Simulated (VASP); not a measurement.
Level of theory: PBE GGA, VASP's PBE PAW potentials (set 64) (plane waves; VASP).

Input for VASP

**POSCAR**
```
Cr
1
    2.8419775485    -0.0000000000    -0.0000000000
   -0.0000000000     2.8419775485    -0.0000000000
   -0.0000000000    -0.0000000000     2.8419775485
Cr
2
Direct
  0.0000000000   0.0000000000   0.0000000000
  0.5000000000   0.5000000000   0.5000000000
```

File KPOINTS:
```
Automatic mesh
0
gamma
  13 13 13
```

**INCAR**
```
! general
SYSTEM   =  Cr
PREC     =  Accurate
ENCUT    =  500
LREAL    =  .False.
LASPH    =  .True.

! electronic loop
EDIFF    =  1E-6
NELM     =  100
ALGO     =  Normal
LMAXMIX  =  4

! smearing
ISMEAR   =  1
SIGMA    =  0.1

! functional
GGA      =  PE

! spin
ISPIN    =  2
MAGMOM   =  1.0 -1.0

! ions
IBRION   =  2
NSW      =  40
ISIF     =  3
EDIFFG   =  -0.02
PSTRESS  =  50

! output
LWAVE    =  .False.
LCHARG   =  .False.
LORBIT   =  10
```

POTCAR, in this order: Cr_pv (PBE.64 set). Program: vasp_std.

The resulting files:

OSZICAR:
```
       N       E                     dE             d eps       ncg     rms          rms(c)
DAV:   1     0.225124596732E+03    0.22512E+03   -0.14057E+04  5384   0.180E+03
DAV:   2    -0.143138367735E+02   -0.23944E+03   -0.23781E+03  5744   0.495E+02
DAV:   3    -0.221200571454E+02   -0.78062E+01   -0.77667E+01  6904   0.102E+02
DAV:   4    -0.222320039329E+02   -0.11195E+00   -0.11190E+00  6528   0.121E+01
DAV:   5    -0.222345588153E+02   -0.25549E-02   -0.25524E-02  7328   0.145E+00    0.187E+01
DAV:   6    -0.190653177956E+02    0.31692E+01   -0.18598E+01  5696   0.523E+01    0.394E+00
DAV:   7    -0.190586089340E+02    0.67089E-02   -0.22886E-01  5824   0.674E+00    0.244E+00
DAV:   8    -0.190522451680E+02    0.63638E-02   -0.22080E-02  7600   0.158E+00    0.119E+00
DAV:   9    -0.190468078426E+02    0.54373E-02   -0.43481E-02  6656   0.170E+00    0.392E-01
DAV:  10    -0.190479646938E+02   -0.11569E-02   -0.36405E-03  8088   0.550E-01    0.293E-01
DAV:  11    -0.190504830854E+02   -0.25184E-02   -0.47826E-02  7056   0.138E+00    0.209E-01
DAV:  12    -0.190513601137E+02   -0.87703E-03   -0.18520E-02  6736   0.944E-01    0.101E-01
DAV:  13    -0.190514652153E+02   -0.10510E-03   -0.55937E-04  6560   0.229E-01    0.686E-02
DAV:  14    -0.190515594085E+02   -0.94193E-04   -0.18540E-03  6904   0.255E-01    0.289E-02
DAV:  15    -0.190515743227E+02   -0.14914E-04   -0.10842E-03  6928   0.204E-01    0.478E-03
DAV:  16    -0.190515759083E+02   -0.15856E-05   -0.15700E-05  5632   0.537E-02    0.463E-03
DAV:  17    -0.190515755532E+02    0.35510E-06   -0.41926E-07  2832   0.634E-03
   1 F= -.18335232E+02 E0= -.18335480E+02  d E =-.183352E+02  mag=     0.0000
```

File OUTCAR:
```
------------------------ aborting loop because EDIFF is reached ----------------------------------------
  FORCE on cell =-STRESS in cart. coord.  units (eV):
  Direction    XX          YY          ZZ          XY          YZ          ZX
  --------------------------------------------------------------------------------------
  Total        0.7338495      0.7338495      0.7338495     -0.0000000     -0.0000000     -0.0000000
  in kB       51.2218963     51.2218963     51.2218963     -0.0000000     -0.0000000     -0.0000000
  external PRESSURE =       1.2218963 kB  Pullay stress =      50.0000000 kB
  volume of cell :       22.95
      direct lattice vectors                 reciprocal lattice vectors
     2.841977549  0.000000000  0.000000000     0.351867664  0.000000000  0.000000000
     0.000000000  2.841977549  0.000000000     0.000000000  0.351867664  0.000000000
     0.000000000  0.000000000  2.841977549     0.000000000  0.000000000  0.351867664
 POSITION                                       TOTAL-FORCE (eV/Angst)
 -----------------------------------------------------------------------------------
      0.00000      0.00000      0.00000        -0.000000     -0.000000     -0.000000
      1.42099      1.42099      1.42099         0.000000      0.000000      0.000000
 -----------------------------------------------------------------------------------
    total drift:                                0.000000      0.000000     -0.000000
  FREE ENERGIE OF THE ION-ELECTRON SYSTEM (eV)
  ---------------------------------------------------
  free  energy   TOTEN  =       -19.0515755532 eV

  energy  without entropy=      -19.0523208262  energy(sigma->0) =      -19.05182398
  enthalpy is  TOTEN    =       -18.3352320111 eV   P V=        0.7163435421

 total charge

# of ion       s       p       d       tot
------------------------------------------
    1        0.443   6.410   4.221  11.074
    2        0.443   6.410   4.221  11.074
--------------------------------------------------
tot          0.886  12.821   8.442  22.148

 magnetization (x)

# of ion       s       p       d       tot
------------------------------------------
    1        0.012   0.007   0.943   0.962
    2       -0.012  -0.007  -0.943  -0.962
--------------------------------------------------
tot          0.000   0.000   0.000   0.000

 reached required accuracy - stopping structural energy minimisation
```
(Selected blocks of OUTCAR.)

File OUTCAR:
```
 val. band max:       10.9946633365   @ k =   0.4615   0.3846   0.0769

 cond. band min:      11.0444476929   @ k =   0.3846   0.0000   0.0000


 Fermi energy:        11.0272798277

 spin component 1

 k-point     1 :       0.0000    0.0000    0.0000
  band No.  band energies     occupation
      1     -32.4732      1.00000
      2     -32.4732      1.00000
      3     -32.4732      1.00000
      4     -31.3166      1.00000
      5     -31.3166      1.00000
      6     -31.3166      1.00000
      7       3.1908      1.00000
      8       6.7294      1.00000
      9       6.7294      1.00000
     10      10.1352      1.00000
     11      10.1352      1.00000
     12      10.1352      1.00000
     13      12.2960     -0.00000
     14      12.2960     -0.00000
     15      13.6768      0.00000
     16      13.6768      0.00000

 k-point     2 :       0.0769    0.0000    0.0000
  band No.  band energies     occupation
      1     -32.4781      1.00000
      2     -32.4675      1.00000
      3     -32.4675      1.00000
      4     -31.3324      1.00000
      5     -31.3212      1.00000
      6     -31.3212      1.00000
      7       3.3221      1.00000
      8       6.7969      1.00000
      9       6.8049      1.00000
     10      10.1267      1.00000
     11      10.1267      1.00000
     12      10.1775      1.00000
     13      12.2030     -0.00000
     14      12.3312     -0.00000
     15      13.5051      0.00000
     16      13.5051      0.00000

 k-point     3 :       0.1538    0.0000    0.0000
  band No.  band energies     occupation
      1     -32.4912      1.00000
      2     -32.4516      1.00000
      3     -32.4516      1.00000
      4     -31.3759      1.00000
      5     -31.3340      1.00000
      6     -31.3340      1.00000
      7       3.7063      1.00000
      8       6.9969      1.00000
      9       7.0121      1.00000
     10      10.1082      1.00000
     11      10.1083      1.00000
...
```

The compound is Cr in the bcc, AFM order structure. It was relaxed first under an external pressure of 5 GPa.
